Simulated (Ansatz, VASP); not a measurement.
# Cross-check of W between VASP and Ansatz, part 2 of 2

Aim: how closely do two programs agree when they are given the same cell, functional and k mesh? The structure shown is the end of the Ansatz relaxation below.

VASP 6.6.1 and Ansatz 0.2.0.

So far. Step 7 (VASP: single point, PBEsol, pair 2): The run ends at a pressure of 1.44 GPa.

**8. Differences**

What differs besides the data sets and the points named for the pairs above, as far as they apply: the data sets hold 42 valence electrons in Ansatz (on its PAW soft_1 files) and 18 in VASP. Total energies have different zeros and are not compared.

Compared:

```csv
quantity,Ansatz,VASP,difference
pressure (GPa),4.12,1.44,+2.67
```

**9. Ansatz: relaxation, PBEsol**

This run makes the geometry at which the two programs are then compared. The cell compared in this pair holds 48.05 Å³, against 47.55 Å³ for the pair before.

The structure compared here is the end of the Ansatz relaxation.

input.yaml reads:

```yaml
crystal:
  lattice:
    - [2.76997784, 0.0, 0.0]
    - [-1.38498892, 2.3988711774, 0.0]
    - [0.0, 0.0, 7.006583012]
  atoms:
    - { symbol: W, position: [0.0, 0.0, 0.0] }
    - { symbol: W, position: [0.3333333, 0.6666667, 0.3333333] }
    - { symbol: W, position: [0.6666667, 0.3333333, 0.6666667] }
kpoints:
  mp_grid: { grid: [18, 18, 7] }
scf:
  occupations: { method: fermi_dirac, width: 0.05 }
hamiltonian:
  xc: pbesol
  pseudopotentials: { kind: paw, azcp: { folder: soft_1 }, xc_functional: pbe }
basis:
  ecutwfc: 600
output:
  forces: true
  stress: true
relax:
  f_tol: 0.005
  max_steps: 70
  cell: { stress_tol: 0.02, p_target: 0, fix: [a, b, alpha, beta, gamma] }
```

On the command line:

```sh
$ ansatz run input.yaml --threads 3 --pin off --max-ram 5120MiB --backend cpu --events-out ev --progress --plain --runs-dir out
```

Numbers of over 12 decimals in the logs are rounded to 6 here.

What it wrote:

```text
[...]
Crystal: 3 atoms, lattice volume = 46.557 Å³
Basis set: ecut = 600 eV, 1575 PW (Γ), exchange–correlation on 48×48×120 points (8 copies of the dense FFT grid, shifted against one another)
Bands: 26, of which v1, the nominal top of the filled ones, is band 21 counted from 1 (20 counted from 0)
Symmetry: 36 space group operations
[...]
k-points: 229 of 2268
[...]
-0.000000      -0.000000       0.001233
  P = ⅓ Tr σ = 0.2177 GPa (2.177 kbar)
--- Relaxed structure (4 steps of the walk, 4 accepted, 1 SCFs on fresh bases) ---
[...]
cell:  # Å, volume = 48.0489 Å³
    - [2.769978, 0, 0]
    - [-1.384989, 2.398871, 0]
    - [0, 0, 7.231033]
  atoms:
    - { symbol: W, position: [0, 0, 0] }
    - { symbol: W, position: [0.333333, 0.666667, 0.333333] }
    - { symbol: W, position: [0.666667, 0.333333, 0.666667] }
[key lines of the parts left out:]
SCF converged after 7 iterations
Free energy (F): -30771.316032 eV
Fermi energy:    21.585740 eV
```

**10. VASP: single point, PBEsol, pair 3**

The same cell, functional, mesh and smearing now go to VASP, with its own data sets.

INCAR reads:

```
SYSTEM = W
PREC = Accurate
ENCUT = 600
EDIFF = 1E-06
NELM = 120
ISMEAR = -1
SIGMA = 0.05
LREAL = .FALSE.
ALGO = Normal
GGA = PS
NBANDS = 15
LASPH = .TRUE.
LORBIT = 11
LWAVE = .FALSE.
LCHARG = .FALSE.
ISIF = 2
GGA_COMPAT = .FALSE.
KPAR = 2
```

POSCAR reads:

```
W
1.0
    2.7699778400      0.0000000000      0.0000000000
   -1.3849889200      2.3988711774      0.0000000000
    0.0000000000      0.0000000000      7.2310328149
W
3
Direct
    0.0000000000      0.0000000000      0.0000000000
    0.3333333333      0.6666666667      0.3333333333
    0.6666666667      0.3333333333      0.6666666667
```

KPOINTS reads:

```
Automatic mesh
0
Gamma
18 18 7
0 0 0
```

Potentials, in the order of the species: W (PBE family, release 64).

On the command line:

```sh
$ mpirun -np 2 vasp_std
```

What it wrote:

```text
[... set-up lines as in an earlier step ...]
 entering main loop
       N       E                     dE             d eps       ncg     rms          rms(c)
DAV:   1     0.657177162956E+02    0.65718E+02   -0.86473E+03  6870   0.120E+03
DAV:   2    -0.364927339289E+02   -0.10221E+03   -0.95785E+02  8697   0.295E+02
DAV:   3    -0.421710186076E+02   -0.56783E+01   -0.53675E+01 10127   0.535E+01
DAV:   4    -0.422900672252E+02   -0.11905E+00   -0.11877E+00  7834   0.883E+00
[...]
DAV:  10    -0.401926690985E+02   -0.11687E-04   -0.34422E-05  9443   0.447E-02    0.312E-02
DAV:  11    -0.401926678264E+02    0.12721E-05   -0.40308E-06  7920   0.131E-02    0.505E-03
DAV:  12    -0.401926678504E+02   -0.23968E-07   -0.91114E-08  5528   0.244E-03
   1 F= -.40192668E+02 E0= -.40181225E+02  d E =-.228859E-01
```

OUTCAR, selected parts (step 10):

```text
  Total       -0.7559933     -0.7559933     -0.6691939      0.0000000     -0.0000000      0.0000000
  in kB      -25.2083824    -25.2083824    -22.3140800      0.0000000     -0.0000000      0.0000000
  external PRESSURE =     -24.2436149 kB  Pullay stress =       0.0000000 kB

 POSITION                                       TOTAL-FORCE (eV/Angst)
 -----------------------------------------------------------------------------------
      0.00000      0.00000      0.00000         0.000000     -0.000000      0.000000
     -0.00000      1.59925      2.41034        -0.000000     -0.000000      0.000000
      1.38499      0.79962      4.82069        -0.000000      0.000000     -0.000000
 -----------------------------------------------------------------------------------
    total drift:                               -0.000000      0.000000      0.000000

  FREE ENERGIE OF THE ION-ELECTRON SYSTEM (eV)
  ---------------------------------------------------
  free  energy   TOTEN  =       -40.1926678504 eV

  energy  without entropy=      -40.1697819128  energy(sigma->0) =      -40.18122488

[... 1 part as in an earlier step ...]

[... 2 further parts left out ...]
[key lines of the parts left out:]
E-fermi :   7.1352
```

The run ends at a pressure of -2.42 GPa.

**11. Differences**

What differs besides the data sets and the points named for the pairs above, as far as they apply: the data sets hold 42 valence electrons in Ansatz (on its PAW soft_1 files) and 18 in VASP. Total energies have different zeros and are not compared.

Both answers:

```csv
quantity,Ansatz,VASP,difference
pressure (GPa),0.22,-2.42,+2.64
```

**12. Results**

```
difference in pressure (single point, PBEsol, pair 1) : 2.5 GPa
difference in pressure (single point, PBEsol, pair 2) : 2.7 GPa
difference in pressure (single point, PBEsol, pair 3) : 2.6 GPa
```

The difference in pressure is 2.7 GPa (single point, PBEsol, pair 2), beyond the 1 GPa picked in this series as the mark of a large difference. The data sets hold unlike numbers of valence electrons (42 in Ansatz and 18 in VASP), so part of the differences comes from the potentials. Single point, PBEsol, pair 1, VASP with the data sets W_sv and a cutoff of 500 eV: the difference in pressure goes from 2.5 to -0.61 GPa. What causes the difference of the single point, PBEsol, pair 2 pair stays open here. What causes the difference of the single point, PBEsol, pair 3 pair stays open here. 4 further runs of this series are not shown here. Such differences can come from data sets, numerical settings and the points named under the comparisons, not from the functional's error against experiment.

[Lines on the potential files, build, host, timing and source positions are cut from VASP's logs without a mark.]

[Logs are printed without paths, hosts, clocks, repeated set-up lines and the standing remarks that a program may print on its own settings, such as how far it seeks lower states.]

[Hosts, paths, dates, database ids (printed as entryN), source tags and the programs' standing remarks are cut or masked in the printed files.]
